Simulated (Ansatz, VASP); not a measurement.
# Cross-check of W (W(111)) between VASP and Ansatz, part 2 of 2

Wanted: the spread between two codes on one cell, functional and k mesh. The cell is taken from a series of runs on this material, whose earlier steps may have relaxed, scaled, displaced or heated it; both programs get it as it stands.

VASP 6.6.1 and Ansatz 0.2.0.

So far: Set-up; VASP: single point, PBE.

### Step 3. Ansatz: single point, PBE

Level of this step: Ansatz beside VASP: Kohn-Sham DFT, plane waves, PBE (Ansatz).

Ansatz runs on its default PAW (the set named soft_2) files.

The same cell, functional, mesh and smearing now go to Ansatz.

File input.yaml:

```yaml
crystal:
  lattice:
    - [4.4689148571, 0.0, 0.0]
    - [2.2344574285, 3.8701937936, 0.0]
    - [0.0, 0.0, 27.1221342532]
  atoms:
    - { symbol: W, position: [0.6666666667, 0.6666666667, 0.331832293] }
    - { symbol: W, position: [0.0, 0.0, 0.3654658344] }
    - { symbol: W, position: [0.3333333333, 0.3333333333, 0.3990993758] }
    - { symbol: W, position: [0.6666666667, 0.6666666667, 0.4327329172] }
    - { symbol: W, position: [0.0, 0.0, 0.4663664586] }
    - { symbol: W, position: [0.3333333333, 0.3333333333, 0.5] }
    - { symbol: W, position: [0.6666666667, 0.6666666667, 0.5336335414] }
    - { symbol: W, position: [0.0, 0.0, 0.5672670828] }
    - { symbol: W, position: [0.3333333333, 0.3333333333, 0.6009006242] }
    - { symbol: W, position: [0.6666666667, 0.6666666667, 0.6345341656] }
    - { symbol: W, position: [0.0, 0.0, 0.668167707] }
kpoints:
  mp_grid: { grid: [11, 11, 1] }
hamiltonian:
  xc: pbe
scf:
  occupations: { method: fermi_dirac, width: 0.1 }
  convergence: { dr2_threshold: 1.0e-09 }
efield:
  axis: 3
  dipole_correction: true
  ramp_position: 0.97
  ramp_width: 0.06
basis:
  ecutwfc: "600 eV"
output:
  write_potential: true
  write_density: true
  volumetric_format: npy
```

On the command line:

```
$ ansatz run input.yaml --threads 4 --pin off --max-ram 6144MiB --backend cpu --events-out ev --progress --plain --runs-dir out
```

Numbers of over 12 decimals in the logs are rounded to 6 here.

Log:

```text
Engine: ansatz 0.2.0, aarch64-unknown-linux-gnu
Pseudopotentials: kind: paw
Pseudopotential: W, paw, valence charge 14, recommended cutoff 420 eV (normal), W.paw.azcp
Functional definition: PBE
  parameter kappa = 0.804
  parameter beta = 0.066725
  exchange = pbe_x(kappa = kappa, mu = beta*pi^2/3)
  correlation = pbe_c(beta = beta)
Crystal: 11 atoms, lattice volume = 469.093 Å³
Basis set: ecut = 600 eV, 15547 PW (Γ)
Bands: 93, of which v1, the nominal top of the filled ones, is band 77 counted from 1 (76 counted from 0)
Symmetry: 6 space group operations
k-points: 16 of 121 (time reversal used)
Non-local potential: W, projectors of the file, l = 0: 3, l = 1: 2, l = 2: 2, l = 3: 1
PAW form: soft (Blöchl's): semilocal exchange-correlation on the pseudo side does not see the compensation charge
PAW one-centre angular grid: W, 590 points (default); XC on 64 Gauss nodes
Initial density: superposition of atomic densities (neutral atoms: chi_scale 0, normalization atom), corrected by the library's trained network
Initial wavefunctions: pseudopotential atomic-orbital guess
Functional: x = pbe(κ = 0.804, μ = 0.219515), c = pbe(β = 0.066725)
SCF iter   1: F=—  HF=-114224.684279 eV  |F-HF|=—  |Δ(HF+E_count)|=         —  Δρ=4.94e-3  dr2=5.75e-1  ethr=1.77e-3  p=-0.000 e·Å  D=-8.20e-15 V/Å  ΔV_dip=0.00 eV  dr2_dipole=4.08e-7  V_vac-E_F(+/−)=4.22/4.22 eV  ⟨swp⟩=9.8  Hψ=7377  notcnv=0
efield: sawtooth ramp at fractional position 0.9700 (set: `efield.ramp_position`, or a place that a band, a saddle search or an elastic batch's reference lends), width 0.0600; the density the first Hamiltonian is built on has a dipole p = -0.000 e·Å; the dipole correction subtracts the counter field D = -8.20e-15 V/Å, which shifts the + side's vacuum level by +0.00 eV against the − side's; the planar-averaged density in the ramp window peaks in size at 2.6e-5 e/Å³
preconditioner: auto → LDOS  [metal: Δε(μ)=0.044 eV  Ē_g=4.497 eV  σ=0.100 eV  W_gap=0.11  n_scr=96 (ndim 8)  ℏωp=13.9 eV  f_vac=0.547  D(μ)=7.96/eV (n_scr^D=44)  β→1.0]
SCF iter   2: F=—  HF=-114224.682271 eV  |F-HF|=—  |Δ(HF+E_count)|=   2.01e-3  Δρ=3.72e-3  dr2=1.95e-1  ethr=3.74e-4  p=-0.000 e·Å  D=-1.64e-5 V/Å  ΔV_dip=0.00 eV  dr2_dipole=6.03e-7  V_vac-E_F(+/−)=3.96/3.96 eV  ⟨swp⟩=2.9  Hψ=2453  notcnv=0
SCF iter   3: F=—  HF=-114224.661278 eV  |F-HF|=—  |Δ(HF+E_count)|=   2.10e-2  Δρ=1.15e-3  dr2=1.40e-2  ethr=1.26e-4  p=-0.000 e·Å  D=-6.39e-6 V/Å  ΔV_dip=0.00 eV  dr2_dipole=3.83e-8  V_vac-E_F(+/−)=3.99/3.99 eV  ⟨swp⟩=2.0  Hψ=2236  notcnv=0
SCF iter   4: F=—  HF=-114224.659501 eV  |F-HF|=—  |Δ(HF+E_count)|=   1.78e-3  Δρ=2.14e-4  dr2=2.87e-4  ethr=9.10e-6  p=-0.000 e·Å  D=-3.88e-6 V/Å  ΔV_dip=0.00 eV  dr2_dipole=9.09e-9  V_vac-E_F(+/−)=3.98/3.98 eV  ⟨swp⟩=2.6  Hψ=2160  notcnv=0
SCF iter   5: F=—  HF=-114224.659635 eV  |F-HF|=—  |Δ(HF+E_count)|=   1.34e-4  Δρ=8.06e-5  dr2=5.56e-5  ethr=1.86e-7  p=-0.000 e·Å  D=-1.29e-6 V/Å  ΔV_dip=0.00 eV  dr2_dipole=1.50e-11  V_vac-E_F(+/−)=3.96/3.96 eV  ⟨swp⟩=3.0  Hψ=2459  notcnv=0
SCF iter   6: F=—  HF=-114224.659651 eV  |F-HF|=—  |Δ(HF+E_count)|=   1.60e-5  Δρ=2.63e-5  dr2=6.70e-6  ethr=3.61e-8  p=-0.000 e·Å  D=-5.13e-7 V/Å  ΔV_dip=0.00 eV  dr2_dipole=8.73e-11  V_vac-E_F(+/−)=3.96/3.96 eV  ⟨swp⟩=2.2  Hψ=2061  notcnv=0
SCF iter   7: F=—  HF=-114224.659761 eV  |F-HF|=—  |Δ(HF+E_count)|=   1.10e-4  Δρ=8.05e-6  dr2=8.50e-7  ethr=4.35e-9  p=-0.000 e·Å  D=-2.28e-7 V/Å  ΔV_dip=0.00 eV  dr2_dipole=1.09e-13  V_vac-E_F(+/−)=3.96/3.96 eV  ⟨swp⟩=2.5  Hψ=2214  notcnv=0
SCF iter   8: F=—  HF=-114224.659761 eV  |F-HF|=—  |Δ(HF+E_count)|=   3.59e-7  Δρ=2.74e-6  dr2=5.90e-8  ethr=5.52e-10  p=-0.000 e·Å  D=-1.18e-7 V/Å  ΔV_dip=0.00 eV  dr2_dipole=9.44e-14  V_vac-E_F(+/−)=3.96/3.96 eV  ⟨swp⟩=2.4  Hψ=2152  notcnv=0
SCF iter   9: F=—  HF=-114224.659761 eV  |F-HF|=—  |Δ(HF+E_count)|=   6.58e-8  Δρ=8.27e-7  dr2=7.44e-9  ethr=3.83e-11  p=-0.000 e·Å  D=-4.24e-8 V/Å  ΔV_dip=0.00 eV  dr2_dipole=1.00e-12  V_vac-E_F(+/−)=3.96/3.96 eV  ⟨swp⟩=3.8  Hψ=2882  notcnv=0
SCF iter  10: F=-114224.659761 eV  HF=-114224.659761 eV  |F-HF|=2.91e-11  |Δ(HF+E_count)|=   2.76e-9  Δρ=3.13e-7  dr2=9.51e-10  ethr=1.00e-12  p=-0.000 e·Å  D=-2.06e-8 V/Å  ΔV_dip=0.00 eV  dr2_dipole=6.12e-14  V_vac-E_F(+/−)=3.96/3.96 eV  ⟨swp⟩=7.2  Hψ=4472  notcnv=0
SCF 1 converged in 10 iterations: F = -114224.659761 eV  dr2 = 9.51e-10
  greatest PAW one-centre occupation: 1.000 electrons in one spin orbital (limit 2), on the W atom at site 9 (counted from 0), in its partial waves of l = 0
WARN: The output density's exchange-correlation potential varies sharply where the density is thin. Do not read a vacuum level from v_tot or v_xc, or from such a field of the output density. On a cell that repeats whose density bears no net charge and no dipole along the vacuum's axis use v_es (v_loc + v_h of the components); under efield.dipole_correction with no amplitude use v_es + v_field, which holds any externa [...]
SCF converged after 10 iterations
Free energy (F): -114224.659761 eV
Harris-Foulkes:  -114224.659761 eV  (|F-HF|=2.91e-11)
Internal energy: -114224.396479 eV  (E = F + TS)
E sigma→0 (E₀):  -114224.528120 eV
Entropy (-TS):   -0.263282 eV (-23.935 meV/atom)
Fermi energy:    5.927472 eV
Dipole field:    D = 0.000000 V/Å  (p = 0.000001 e·Å, saw-weighted, corrected)
Work function:   Φ+ = 3.9555 eV   Φ− = 3.9555 eV
Levels:          The Fermi level and band energies are counted from a zero that moves with the ramp; work functions are not
--- Per-component energies (eV) ---
  E_band       = -3426.903371
  E_kinetic    = 4928.207322
  E_local      = -228429.457568  (includes V_loc(G=0)·N_el)
  E_nonlocal   = 13.081603
  E_hartree    = 112022.487949
  E_xc         = -2923.260599
  E_vxc        = -2609.392843  (∫ρ·V_xc dr)
  E_paw        = -94187.404322  (= ΣΔE_a)
  E_vpaw       = -1374.311745  (= ΣTr[D̂ρ^β])
  E_aug_tail   = -0.000259  (compensation charges beyond the density's cutoff)
  E_efield     = 0.000000  (sawtooth field / dipole correction)
  E_vefield    = 0.000000  (∫n·V_field dr)
  E_ewald      = 94351.949394
  E_smearing   = -0.263282  (= −TS)
  E_closure    = -0.000000  (closes the sum)
  Σ components = -114224.659761   (vs F -114224.659761, Δ=0.00e0)
--- Band table (eV; the first three rows and the last of 16) ---
  k-point 0: bands = [... 73 lower, 4.8008, 4.8008, 5.1063, 5.3287, 6.1049, 6.4989, 7.5125, 7.5125, ... 12 higher]
  k-point 1: bands = [... 73 lower, 4.8538, 4.9040, 5.1379, 5.4173, 6.1438, 6.5293, 7.4124, 7.4338, ... 12 higher]
  k-point 2: bands = [... 73 lower, 5.0328, 5.1308, 5.3816, 5.6527, 6.2757, 6.5611, 7.0043, 7.0855, ... 12 higher]
  k-point 15: bands = [... 73 lower, 5.1385, 5.1412, 5.2057, 5.3990, 6.2019, 6.2780, 6.5118, 6.6559, ... 12 higher]
```

In the SCF lines HF is the Harris–Foulkes energy and dr2 the Hartree energy of the density residual, in eV; the loop may stop once dr2 is under the threshold and the program's other checks hold. Hψ counts applications of the Hamiltonian.

### Step 4. Differences

Known differences besides the potentials themselves: the data sets hold 154 valence electrons in Ansatz (on its default PAW (the set named soft_2) files) and 66 in VASP; the cutoff is 600 eV in Ansatz and 520 eV in VASP. Total energies have different zeros and are not compared.

The two programs side by side:

```csv
quantity,Ansatz,VASP,difference
"work function, lower of the two faces (eV)",3.96,3.98,-0.02
"work function, higher of the two faces (eV)",3.96,3.98,-0.02
```

With vacuum in the cell, a pressure given here is an average over mostly empty space and none of the material.

### Step 5. Outcome

```json
{"difference in work function, lower of the two faces (single point, PBE)": "-0.021 eV"}
```

In words: The difference in work function, lower of the two faces is -0.021 eV (single point, PBE). The data sets hold unlike numbers of valence electrons (154 in Ansatz and 66 in VASP), so part of the differences comes from the potentials. How closely two codes agree says nothing of how well the functional describes the real material.

[Lines on the potential files, build, host, timing and source positions are cut from VASP's logs without a mark.]

[Logs are printed without paths, hosts, clocks, repeated set-up lines and the standing remarks that a program may print on its own settings, such as how far it seeks lower states.]

[Hosts, paths, dates, database ids (printed as entryN), source tags and the programs' standing remarks are cut or masked in the printed files.]
